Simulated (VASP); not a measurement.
Wanted: the native input for a VASP 6.6.1 run.

```yaml
Task: single point
Functional: PBE
Potentials_or_basis: VASP PAW PBE potentials, release 64 (Nb_sv, O)
Cutoff: 520 eV
k_mesh: 10 × 10 × 1
Occupations: gaussian, width 0.1 eV
Spin: no spin polarisation
Dipole_correction: yes
Further_INCAR_settings: ALGO = Fast; EDIFF = 1e-07; NBANDS = 26
```

The structure of NbO4 lies in POSCAR:

```
NbO4
1.0
    3.9878288737      0.0000000000      0.0000000000
    0.0000000000      3.9878288737      0.0000000000
    0.0000000000      0.0000000000     32.4752571200
Nb O
1 4
Direct
    0.0000000000      0.0000000000      0.2925304014
    0.0000000000      0.0000000000      0.2340248773
    0.0000000000      0.0000000000      0.3510359254
    0.0000000000      0.5000000000      0.2925304014
    0.5000000000      0.0000000000      0.2925304014
```

The cell was built by a generator and needn't be a form met in nature.

The cell isn't the ideal one: species swapped into a sheet of the YbCl4 type.

The input as run:

INCAR

```
  ALGO = Fast
  DIPOL = 0.5 0.5 0.293
  EDIFF = 1E-7
  ENCUT = 520
  GGA = PE
  IDIPOL = 3
  ISIF = 2
  ISMEAR = 0
  LASPH = T
  LCHARG = F
  LDIPOL = T
  LREAL = F
  LWAVE = F
  NBANDS = 26
  NELM = 100
  PREC = Accurate
  SIGMA = 0.1
```

KPOINTS

```
k-points
0
Gamma
  10 10 1
```

Potentials or basis: VASP PAW PBE potentials, release 64 (Nb_sv, O).

Run with:

```sh
$ cat potpaw_PBE.64/Nb_sv/POTCAR potpaw_PBE.64/O/POTCAR > POTCAR
$ mpirun -np 1 vasp_std > vasp.out
```

Results of the run:

```json
{
  "Largest force": "0.018 eV/Å",
  "Band gap on the k mesh": "none (metal or under the smearing width)"
}
```

Caveat: an odd number of electrons without spin polarisation forces a metal; a magnetic or distorted state may lie lower.

Wall time 7 min on 1 thread of Intel(R) Xeon(R) 6975P-C (Granite Rapids), on a shared host, peak memory 0.64 GiB.
